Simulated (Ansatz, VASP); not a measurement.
# Te (Tellurium): VASP beside Ansatz

Wanted: the spread between two codes on one cell, functional and k mesh. Valence electrons are named where the data sets of a main pair hold unlike numbers.

Main program and level: Ansatz 0.2.0; plane waves, with VASP 6.6.1 beside it; band structure at HSEsol.

The database entry behind the starting cell differs from later determinations by our own check (inner coordinate of an old entry), so it need not match the best structure at ambient conditions.

**1. Starting point**

It takes space group P3_121 (No. 152, trigonal). Conventional cell: a = 4.454 Å, b = 4.454 Å, c = 5.924 Å, α = 90.00°, β = 90.00°, γ = 120.00°. Te has 2 Te at 2.86 Å nearest.

As a file:

```
Te
1.0
     4.45400    0.00000    0.00000
    -2.22700    3.85728    0.00000
     0.00000    0.00000    5.92400
Te
3
Direct
  0.26900 0.00000 0.33333
  0.00000 0.26900 0.66667
  0.73100 0.73100 0.00000
```

**2. VASP: band structure, HSEsol**

Levels along a path test the potential and the projectors away from the mesh points.

Lines of VASP's logs that name or quote its potential files are left out, and so is its time.

The run reads the wave functions of an earlier VASP run, which isn't shown here.

Input file INCAR:

```
SYSTEM = Te
PREC = Accurate
ENCUT = 400
EDIFF = 1E-06
NELM = 100
ISMEAR = 0
SIGMA = 0.02
LREAL = .FALSE.
ALGO = Normal
LHFCALC = .TRUE.
AEXX = 0.25
GGA = PS
HFSCREEN = 0.2
LASPH = .TRUE.
NBANDS = 15
PRECFOCK = Fast
LORBIT = 11
LWAVE = .FALSE.
LCHARG = .FALSE.
KPAR = 4
```

Input file POSCAR:

```
Te
1.0
    4.4540000000      0.0000000000      0.0000000000
   -2.2270000000      3.8572771485      0.0000000000
    0.0000000000      0.0000000000      5.9240000000
Te
3
Direct
    0.2690000000      0.0000000000      0.3333333333
    0.0000000000      0.2690000000      0.6666666667
    0.7310000000      0.7310000000      0.0000000000
```

Input file KPOINTS:

```
Automatic mesh
0
Gamma
4 4 3
0 0 0
```

Input file KPOINTS_OPT:

```
Line mode
6
Line-mode
Reciprocal
  0.00000000   0.00000000   0.00000000 GAMMA
  0.50000000   0.00000000   0.00000000 M

  0.50000000   0.00000000   0.00000000 M
  0.33333333   0.33333333   0.00000000 K

  0.33333333   0.33333333   0.00000000 K
  0.00000000   0.00000000   0.00000000 GAMMA

  0.00000000   0.00000000   0.00000000 GAMMA
  0.00000000   0.00000000   0.50000000 A

  0.00000000   0.00000000   0.50000000 A
  0.50000000   0.00000000   0.50000000 L

  0.50000000   0.00000000   0.50000000 L
  0.33333333   0.33333333   0.50000000 H

  0.33333333   0.33333333   0.50000000 H
  0.00000000   0.00000000   0.50000000 A

  0.50000000   0.00000000   0.50000000 L
  0.50000000   0.00000000   0.00000000 M

  0.33333333   0.33333333   0.00000000 K
  0.33333333   0.33333333   0.50000000 H
```

Potentials, in the order of the species: Te (PBE family, release 64).

On the command line:

```console
mpirun -np 4 vasp_std
```

Numbers of over 12 decimals in the logs are rounded to 6 here.

The program printed:

```text
[banner, memory and clock lines left out]
running    4 mpi-ranks, on    1 nodes
 distrk:  each k-point on    1 cores,    4 groups
 distr:  one band on    1 cores,    1 groups

 POSCAR found type information on POSCAR Te
 POSCAR found :  1 types and       3 ions
|                                                                             |
|               ----> ADVICE to this user running VASP <----                  |
|                                                                             |
|     You enforced a specific xc type in the INCAR file but a different       |
|     [... a line on the potential file left out ...]
|     I HOPE YOU KNOW WHAT YOU ARE DOING!                                     |
|                                                                             |

 LDA part: xc-table for (Slater+PW92), standard interpolation
 found WAVECAR, reading the header
 POSCAR, INCAR and KPOINTS ok, starting setup
 FFT: planning ... GRIDC
 FFT: planning ... GRID_SOFT
 FFT: planning ... GRID
 reading WAVECAR
 the WAVECAR file was read successfully
 initial charge from wavefunction
 entering main loop
       N       E                     dE             d eps       ncg     rms          rms(c)
DAV:   1    -0.126306510725E+02   -0.12631E+02   -0.25318E+00   277   0.105E+01    0.208E+01
DAV:   2    -0.126457231363E+02   -0.15072E-01   -0.53219E-02   365   0.181E+00    0.144E+01
DAV:   3    -0.126442732973E+02    0.14498E-02   -0.20078E-03   370   0.253E-01    0.906E+00
DAV:   4    -0.126437111173E+02    0.56218E-03   -0.49607E-04   333   0.121E-01    0.551E+00
DAV:   5    -0.126435553483E+02    0.15577E-03   -0.13973E-04   326   0.644E-02    0.333E+00
DAV:   6    -0.126435134381E+02    0.41910E-04   -0.35487E-05   333   0.335E-02    0.200E+00
DAV:   7    -0.126435031438E+02    0.10294E-04   -0.99281E-06   319   0.182E-02    0.119E+00
DAV:   8    -0.126435012176E+02    0.19262E-05   -0.26221E-06   279   0.996E-03    0.714E-01
DAV:   9    -0.126435014514E+02   -0.23378E-06   -0.12481E-06   212   0.744E-03
   1 F= -.12643501E+02 E0= -.12643501E+02  d E =-.622472E-12
 Start KPOINTS_OPT (optional k-point list driver)
k-point batch [1-9\54]
       N       E                     dE             ncg
DAV:   1     0.609791164021E+03   -0.21911E+04      270
DAV:   2    -0.265581640948E+02   -0.63635E+03      333
DAV:   3    -0.102642625552E+03   -0.76084E+02      326
DAV:   4    -0.105274341940E+03   -0.26317E+01      419
DAV:   5    -0.105303800405E+03   -0.29458E-01      354
DAV:   6    -0.105304133101E+03   -0.33270E-03      391
DAV:   7    -0.105304137126E+03   -0.40249E-05      285
DAV:   8    -0.105304137203E+03   -0.76953E-07      247
[...]
k-point batch [46-54\54]
       N       E                     dE             ncg
DAV:   1     0.528771620897E+03   -0.36470E+04      270
DAV:   2    -0.789055277601E+02   -0.60768E+03      333
DAV:   3    -0.143576485833E+03   -0.64671E+02      340
DAV:   4    -0.145622497356E+03   -0.20460E+01      398
DAV:   5    -0.145646060349E+03   -0.23563E-01      340
DAV:   6    -0.145646316108E+03   -0.25576E-03      391
DAV:   7    -0.145646319379E+03   -0.32711E-05      269
DAV:   8    -0.145646319456E+03   -0.77544E-07      233
```

Parts of OUTCAR (step 2):

```text
ion  position               nearest neighbor table
   1  0.269  0.000  0.333-   3 2.86   2 2.86   3 3.47   3 3.47   2 3.47   2 3.47
   2  0.000  0.269  0.667-   3 2.86   1 2.86   3 3.47   3 3.47   1 3.47   1 3.47
   3  0.731  0.731  0.000-   1 2.86   2 2.86   1 3.47   2 3.47   2 3.47   1 3.47

  LATTYP: Found a hexagonal cell.
 ALAT       =     4.4540000000
 C/A-ratio  =     1.3300404131

 Subroutine GETGRP returns: Found  6 space group operations
 (whereof  2 operations were pure point group operations)

The static configuration has the point symmetry C_2 .
 The point group associated with its full space group is D_3 .

 Found      9 irreducible k-points:

   k-points           NKPTS =      9   k-points in BZ     NKDIM =     48   number of bands    NBANDS=     15

   dimension x,y,z NGX =    30 NGY =   30 NGZ =   40
   dimension x,y,z NGXF=    60 NGYF=   60 NGZF=   80

   ENCUT  =  400.0 eV  29.40 Ry    5.42 a.u.   7.26  7.26  9.66*2*pi/ulx,y,z

   NELECT =      18.0000    total number of electrons

 k-points in reciprocal lattice and weights: Automatic mesh
   0.00000000  0.00000000  0.00000000       0.021
   0.25000000  0.00000000  0.00000000       0.125
   0.50000000  0.00000000  0.00000000       0.062
   0.25000000  0.25000000  0.00000000       0.125
   0.00000000  0.00000000  0.33333333       0.042
   0.25000000  0.00000000  0.33333333       0.125
   0.00000000  0.25000000  0.33333333       0.125
   0.50000000  0.00000000  0.33333333       0.125
   0.25000000  0.25000000  0.33333333       0.250

  exchange ACFDT corr.  =         0.00000000  see jH, gK, PRB 81, 115126

 average (electrostatic) potential at core
       1 -85.1894       2 -85.1894       3 -85.1894

 E-fermi :   5.3009

 k-point     1 :       0.0000    0.0000    0.0000
  band No.  band energies     occupation
    ...
      5       2.5415      2.00000
      6       2.5415      2.00000
      7       3.6056      2.00000
      8       3.6056      2.00000
      9       4.5099      2.00000
     10       6.9995      0.00000
     11       6.9995      0.00000
     12       7.6838      0.00000
     13      11.0663      0.00000
     14      11.0663      0.00000
    ...

 k-point     2 :       0.2500    0.0000    0.0000
  band No.  band energies     occupation
    ...
      5       1.2438      2.00000
      6       1.7391      2.00000
      7       3.8325      2.00000
      8       4.4077      2.00000
      9       4.5747      2.00000
     10       6.8027      0.00000
     11       7.0304      0.00000
     12       7.9208      0.00000
     13       9.8288      0.00000
     14      11.4267      0.00000
    ...

 k-point     3 :       0.5000    0.0000    0.0000
  band No.  band energies     occupation
    ...
      5       0.6512      2.00000
      6       1.5019      2.00000
      7       1.5792      2.00000
      8       4.3752      2.00000
      9       4.5764      2.00000
     10       6.7767      0.00000
     11       6.8672      0.00000
     12       8.9194      0.00000
     13       9.9831      0.00000
     14      13.6260      0.00000
    ...

  energy-cutoff  :      400.00
  volume of cell :      101.78
      direct lattice vectors                 reciprocal lattice vectors
     4.454000000  0.000000000  0.000000000     0.224517288  0.129625117  0.000000000
    -2.227000000  3.857277149  0.000000000     0.000000000  0.259250233  0.000000000
     0.000000000  0.000000000  5.924000000     0.000000000  0.000000000  0.168804862

 POSITION                                       TOTAL-FORCE (eV/Angst)
 -----------------------------------------------------------------------------------
      1.19813      0.00000      1.97467        -0.340001     -0.000000      0.000000
     -0.59906      1.03761      3.94933         0.170000     -0.294449     -0.000000
      1.62794      2.81967      0.00000         0.170000      0.294449      0.000000
 -----------------------------------------------------------------------------------
    total drift:                               -0.000001     -0.000001     -0.000000

  FREE ENERGIE OF THE ION-ELECTRON SYSTEM (eV)
  ---------------------------------------------------
  free  energy   TOTEN  =       -12.6435014514 eV

  energy  without entropy=      -12.6435014514  energy(sigma->0) =      -12.64350145

 total charge
# of ion       s       p       d       tot
------------------------------------------
    1        1.395   1.918   0.043   3.356
    2        1.395   1.918   0.043   3.356
    3        1.395   1.918   0.043   3.356
--------------------------------------------------
tot          4.184   5.754   0.130  10.068

[... 3 further parts left out ...]
```

The k-mesh is coarse for exact exchange; levels may shift by about 0.1 eV on a finer one. Spin-orbit coupling is off here; with elements this heavy it splits and shifts levels by tenths of an eV or more. The PAW data sets were made with PBE, which is usual practice but a small mismatch for other functionals.

(Part 1 of 2 ends here.)

[Lines on the potential files, build, host, timing and source positions are cut from VASP's logs without a mark.]

[Logs are printed without paths, hosts, clocks, repeated set-up lines and the standing remarks that a program may print on its own settings, such as how far it seeks lower states.]

[Hosts, paths, dates, database ids (printed as entryN), source tags and the programs' standing remarks are cut or masked in the printed files.]
